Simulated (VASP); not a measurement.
All values below come from r2SCAN meta-GGA, VASP's PBE PAW potentials (set 64) (plane waves; VASP 6.6.1).

VASP input:

KPOINTS_OPT:
```
k-points along high-symmetry lines
10
Line-mode
Reciprocal
  0.000000   0.000000   0.000000 ! GAMMA
 -0.500000  -0.500000   0.000000 ! X

 -0.500000  -0.500000   0.000000 ! X
 -0.375000  -0.375000   0.250000 ! U

 -0.375000  -0.000000   0.375000 ! K
  0.000000   0.000000   0.000000 ! GAMMA

  0.000000   0.000000   0.000000 ! GAMMA
 -0.000000  -0.000000   0.500000 ! L

 -0.000000  -0.000000   0.500000 ! L
 -0.500000  -0.250000   0.250000 ! W

 -0.500000  -0.250000   0.250000 ! W
 -0.500000  -0.500000   0.000000 ! X
```

**INCAR**
```
SYSTEM = BAs
PREC = Accurate
ENCUT = 520
EDIFF = 1E-7
NELM = 100
ALGO = Normal
LREAL = .FALSE.
LASPH = .TRUE.
ISMEAR = -5
METAGGA = R2SCAN
LMIXTAU = .TRUE.
LMAXMIX = 4
LWAVE = .FALSE.
LCHARG = .FALSE.
LORBIT = 11
NEDOS = 601
ISIF = 2
```

KPOINTS:
```
Automatic mesh
0
Gamma
11 11 11
0 0 0
```

File POSCAR:
```
BAs
1
   -0.0000000000     2.3932101390     2.3932101390
    2.3932101390    -0.0000000000     2.3932101390
    2.3932101390     2.3932101390    -0.0000000000
B As
1 1
Direct
  0.0000000000   0.0000000000   0.0000000000
  0.2500000000   0.2500000000   0.2500000000
```

POTCAR, in this order: B As (PBE.64 set). Program: vasp_std.

The resulting files:

**OSZICAR**
```
       N       E                     dE             d eps       ncg     rms          rms(c)
DAV:   1     0.156991931954E+01    0.15699E+01   -0.40707E+03   896   0.915E+02
DAV:   2    -0.235060968411E+02   -0.25076E+02   -0.24790E+02  1352   0.110E+02
DAV:   3    -0.238456747941E+02   -0.33958E+00   -0.33958E+00  1024   0.174E+01
DAV:   4    -0.238461292211E+02   -0.45443E-03   -0.45444E-03  1328   0.693E-01
DAV:   5    -0.238461293391E+02   -0.11808E-06   -0.11808E-06   992   0.894E-03    0.495E+00
DAV:   6    -0.222070917844E+02    0.16390E+01   -0.10421E+00  1120   0.725E+00    0.287E+00
DAV:   7    -0.220361910678E+02    0.17090E+00   -0.45898E-01   976   0.432E+00    0.822E-01
DAV:   8    -0.220727666496E+02   -0.36576E-01   -0.21533E-01   896   0.423E+00    0.389E-01
DAV:   9    -0.222140368802E+02   -0.14127E+00   -0.19054E-02   960   0.128E+00    0.201E-01
DAV:  10    -0.222174888379E+02   -0.34520E-02   -0.21565E-04  1304   0.144E-01    0.196E-01
DAV:  11    -0.222319927343E+02   -0.14504E-01   -0.71345E-04   896   0.311E-01    0.149E-01
DAV:  12    -0.222563717125E+02   -0.24379E-01   -0.11732E-02  1096   0.114E+00    0.922E-02
DAV:  13    -0.222563263383E+02    0.45374E-04   -0.12886E-04   912   0.129E-01    0.700E-02
DAV:  14    -0.222563190062E+02    0.73321E-05   -0.17157E-05  1184   0.449E-02    0.420E-02
DAV:  15    -0.222563657618E+02   -0.46756E-04   -0.31837E-05  1184   0.599E-02    0.459E-03
DAV:  16    -0.222563767744E+02   -0.11013E-04   -0.75560E-06  1280   0.277E-02    0.143E-02
DAV:  17    -0.222563779997E+02   -0.12252E-05   -0.22769E-06  1032   0.181E-02    0.401E-03
DAV:  18    -0.222563794736E+02   -0.14739E-05   -0.45337E-07  1104   0.597E-03    0.126E-03
DAV:  19    -0.222563790242E+02    0.44934E-06   -0.12465E-07   448   0.261E-03    0.505E-04
DAV:  20    -0.222563790982E+02   -0.73977E-07   -0.94500E-09   448   0.103E-03
   1 F= -.22256379E+02 E0= -.22256379E+02  d E =0.000000E+00
       N       E                     dE             ncg
       N       E                     dE             ncg
```

OUTCAR:
```
------------------------ aborting loop because EDIFF is reached ----------------------------------------
  FORCE on cell =-STRESS in cart. coord.  units (eV):
  Direction    XX          YY          ZZ          XY          YZ          ZX
  --------------------------------------------------------------------------------------
  Total        0.0028621      0.0028621      0.0028621      0.0000000      0.0000000     -0.0000000
  in kB        0.1672748      0.1672748      0.1672748      0.0000000      0.0000000     -0.0000000
  external PRESSURE =       0.1672748 kB  Pullay stress =       0.0000000 kB
  volume of cell :       27.41
      direct lattice vectors                 reciprocal lattice vectors
     0.000000000  2.393210139  2.393210139    -0.208924403  0.208924403  0.208924403
     2.393210139  0.000000000  2.393210139     0.208924403 -0.208924403  0.208924403
     2.393210139  2.393210139  0.000000000     0.208924403  0.208924403 -0.208924403
  FREE ENERGIE OF THE ION-ELECTRON SYSTEM (eV)
  ---------------------------------------------------
  free  energy   TOTEN  =       -22.2563790982 eV

  energy  without entropy=      -22.2563790982  energy(sigma->0) =      -22.25637910

 total charge

# of ion       s       p       d       tot
------------------------------------------
    1        0.668   1.159   0.000   1.827
    2        1.172   1.691   0.091   2.954
--------------------------------------------------
tot          1.840   2.850   0.091   4.782
```
(Selected blocks of OUTCAR.)

The compound is BAs in the zinc blende structure. It was relaxed first.
